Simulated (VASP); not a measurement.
# Nb2BS (P6_3/mmc) in VASP: a series of runs, part 2 of 2

VASP 6.6.1. Earlier steps stand in the parts before.

## Step 3: Electric field gradients, PBE+D3

Contents of INCAR:

```
SYSTEM = Nb2BS
  PREC = Accurate
  ENCUT = 520
  EDIFF = 1E-8
  ISMEAR = -1
  SIGMA = 0.02
  LREAL = .False.
  LASPH = .True.
  NELM = 100
  ALGO = Normal
  ISIF = 2
  LWAVE = .False.
  LCHARG = .False.
  GGA = PE
  IVDW = 11
  LEFG = .True.
```

Contents of Nb2BS.cif:

```cif
data_Nb2BS
_cell_length_a 3.37300892
_cell_length_b 3.37300892
_cell_length_c 11.69779600
_cell_angle_alpha 90.00000000
_cell_angle_beta 90.00000000
_cell_angle_gamma 120.00000000
_space_group_name_H-M_alt 'P6_3/mmc'
_space_group_name_Hall '-P 6c 2c'
_space_group_IT_number 194
loop_
_space_group_symop_operation_xyz
'x,y,z'
'-x,-y,-z'
'x-y,x,z+1/2'
'-x+y,-x,-z+1/2'
'-y,x-y,z'
'y,-x+y,-z'
'-x,-y,z+1/2'
'x,y,-z+1/2'
'-x+y,-x,z'
'x-y,x,-z'
'y,-x+y,z+1/2'
'-y,x-y,-z+1/2'
'-y,-x,-z+1/2'
'y,x,z+1/2'
'-x,-x+y,-z'
'x,x-y,z'
'-x+y,y,-z+1/2'
'x-y,-y,z+1/2'
'y,x,-z'
'-y,-x,z'
'x,x-y,-z+1/2'
'-x,-x+y,z+1/2'
'x-y,-y,-z'
'-x+y,y,z'
loop_
_atom_site_label
_atom_site_type_symbol
_atom_site_symmetry_multiplicity
_atom_site_Wyckoff_symbol
_atom_site_fract_x
_atom_site_fract_y
_atom_site_fract_z
_atom_site_occupancy
Nb1 Nb 4 f 0.3333333333 0.6666666667 0.3997840000 1
S1 S 2 d 0.6666666667 0.3333333333 0.2500000000 1
B1 B 2 a 0.0000000000 0.0000000000 0.5000000000 1
```

Contents of KPOINTS:

```
regular mesh
0
Gamma
  9 9 3
  0 0 0
```

Contents of POSCAR:

```
Nb S  B 
 1.0000000000000000
     3.3730089200000002    0.0000000000000000    0.0000000000000000
    -1.6865044599999994    2.9211114119115136    0.0000000000000000
     0.0000000000000000    0.0000000000000000   11.6977960000000003
 Nb  S   B  
   4   2   2
Cartesian
 -0.0000000001686499  1.9474076080383793  4.6765916760639996
  1.6865044601686512  0.9737038038731343  7.0212043239360016
  1.6865044598313499  0.9737038038731340 10.5254896760639998
  0.0000000001686507  1.9474076080383798  1.1723063239360003
  1.6865044601686507  0.9737038038731340  2.9244490000000001
 -0.0000000001686501  1.9474076080383798  8.7733470000000011
  0.0000000000000000  0.0000000000000000  5.8488980000000002
  0.0000000000000000  0.0000000000000000  0.0000000000000000
```

Potentials or basis: VASP PAW PBE potentials, release 64 (Nb_sv, S, B).

The run is started by

```console
$ ase convert -i cif -o vasp Nb2BS.cif POSCAR
$ cat potpaw_PBE.64/Nb_sv/POTCAR potpaw_PBE.64/S/POTCAR potpaw_PBE.64/B/POTCAR > POTCAR
$ mpirun -np 1 vasp_std > vasp.out
```

OUTCAR:

```text
SYSTEM = Nb2BS
   PREC = Accurate
   ENCUT = 520
   EDIFF = 1E-8
   ISMEAR = -1
   LREAL = .False.
   LASPH = .True.
   NELM = 100
   ISIF = 2
   GGA = PE
   IVDW = 11
 IVDW          = 11

 ion  position               nearest neighbor table
   1  0.333  0.667  0.400-   7 2.27   7 2.27   7 2.27   5 2.62   5 2.62   5 2.62   2 3.05   2 3.05
                             2 3.05
   2  0.667  0.333  0.600-   7 2.27   7 2.27   7 2.27   6 2.62   6 2.62   6 2.62   1 3.05   1 3.05
                             1 3.05
   3  0.667  0.333  0.900-   8 2.27   8 2.27   8 2.27   6 2.62   6 2.62   6 2.62   4 3.05   4 3.05
                             4 3.05
   4  0.333  0.667  0.100-   8 2.27   8 2.27   8 2.27   5 2.62   5 2.62   5 2.62   3 3.05   3 3.05
                             3 3.05
[... 1345 lines left out ...]

 Electric field gradients after diagonalization (V/A^2)
 (convention: |V_zz| > |V_xx| > |V_yy|)
----------------------------------------------------------------------
 ion       V_xx      V_yy      V_zz     asymmetry (V_yy - V_xx)/ V_zz
----------------------------------------------------------------------
   1      -5.448    -5.447    10.895       0.000
   2      -5.448    -5.447    10.895       0.000
   3      -5.448    -5.447    10.895       0.000
   4      -5.448    -5.447    10.895       0.000
   5     -11.717   -11.716    23.432       0.000
   6     -11.717   -11.716    23.432       0.000
   7      -1.627    -1.627     3.255       0.000
   8      -1.627    -1.627     3.255       0.000
----------------------------------------------------------------------

           NMR quadrupolar parameters

 Cq : quadrupolar parameter    Cq=e*Q*V_zz/h
 eta: asymmetry parameters     (V_yy - V_xx)/ V_zz
 Q  : nuclear electric quadrupole moment in mb (millibarn)
----------------------------------------------------------------------
 ion       Cq(MHz)       eta       Q (mb)
----------------------------------------------------------------------
   1       0.026       0.000       1.000
   2       0.026       0.000       1.000
   3       0.026       0.000       1.000
   4       0.026       0.000       1.000
   5       0.057       0.000       1.000
   6       0.057       0.000       1.000
   7       0.008       0.000       1.000
   8       0.008       0.000       1.000
----------------------------------------------------------------------
```

OSZICAR:

```text
N       E                     dE             d eps       ncg     rms          rms(c)
DAV:   1     0.819508216153E+03    0.81951E+03   -0.38025E+04  2024   0.170E+03
DAV:   2    -0.264605312327E+01   -0.82215E+03   -0.80905E+03  2450   0.665E+02
DAV:   3    -0.746890468884E+02   -0.72043E+02   -0.71204E+02  3304   0.148E+02
DAV:   4    -0.803143450674E+02   -0.56253E+01   -0.55897E+01  3232   0.359E+01
DAV:   5    -0.806217327447E+02   -0.30739E+00   -0.30648E+00  3424   0.887E+00    0.214E+01
DAV:   6    -0.693746121535E+02    0.11247E+02   -0.64460E+01  2696   0.359E+01    0.799E+00
DAV:   7    -0.697971628659E+02   -0.42255E+00   -0.52617E+00  3304   0.109E+01    0.405E+00
DAV:   8    -0.697683808910E+02    0.28782E-01   -0.58822E-01  2728   0.412E+00    0.189E+00
DAV:   9    -0.697676669340E+02    0.71396E-03   -0.92406E-02  3512   0.195E+00    0.293E-01
DAV:  10    -0.697675450144E+02    0.12192E-03   -0.11609E-02  3134   0.609E-01    0.185E-01
DAV:  11    -0.697676938478E+02   -0.14883E-03   -0.12014E-03  3088   0.224E-01    0.467E-02
DAV:  12    -0.697676699409E+02    0.23907E-04   -0.18190E-04  3196   0.686E-02    0.176E-02
DAV:  13    -0.697676748379E+02   -0.48970E-05   -0.12661E-05  3360   0.271E-02    0.421E-03
DAV:  14    -0.697676753848E+02   -0.54690E-06   -0.16793E-06  3576   0.692E-03    0.196E-03
DAV:  15    -0.697676756513E+02   -0.26650E-06   -0.18851E-07  3016   0.302E-03    0.990E-04
DAV:  16    -0.697676757077E+02   -0.56452E-07   -0.39227E-08  2136   0.102E-03    0.138E-04
DAV:  17    -0.697676757173E+02   -0.95561E-08   -0.48454E-09  1728   0.499E-04
   1 F= -.72745887E+02 E0= -.72744420E+02  d E =-.293413E-02
```

stdout:

```text
POSCAR found type information on POSCAR NbS B
 POSCAR found :  3 types and       8 ions
 scaLAPACK will be used
 LDA part: xc-table for (Slater+PW92), standard interpolation
 POSCAR, INCAR and KPOINTS ok, starting setup
 FFT: planning ... GRIDC
 FFT: planning ... GRID_SOFT
 FFT: planning ... GRID
 WAVECAR not read
 entering main loop
ion   1

ion   2

ion   3

ion   4

ion   5

ion   6

ion   7

ion   8
```

Run time: 1.7 min. Hardware: 1 thread of Intel Xeon 6975P-C (Granite Rapids), shared host; peak memory 0.3 GiB.

What came out:

- Free energy: -72.7459 eV
- Pressure: -7.6 GPa
- Largest force: 0.183 eV/Å
- Band gap on the k mesh: none (metal or under the smearing width)
- Dispersion energy per atom: -0.372 eV

Forces in eV/Å, atoms in the order of the input:
```
Nb   0.000  0.000 -0.183
Nb   0.000  0.000  0.183
Nb   0.000  0.000 -0.183
Nb   0.000  0.000  0.183
S    0.000  0.000  0.000
S    0.000  0.000  0.000
B    0.000  0.000  0.000
B    0.000  0.000  0.000
```

Electric field gradients, principal values (V/Å²):
```tsv
atom	Vxx	Vyy	Vzz
1 Nb	-5.447	-5.448	10.895
2 Nb	-5.447	-5.448	10.895
3 Nb	-5.447	-5.448	10.895
4 Nb	-5.447	-5.448	10.895
5 S	-11.716	-11.717	23.432
6 S	-11.716	-11.717	23.432
7 B	-1.627	-1.627	3.255
8 B	-1.627	-1.627	3.255
```

Caveat: pairwise dispersion overbinds metals, which lowers pressure and volume.
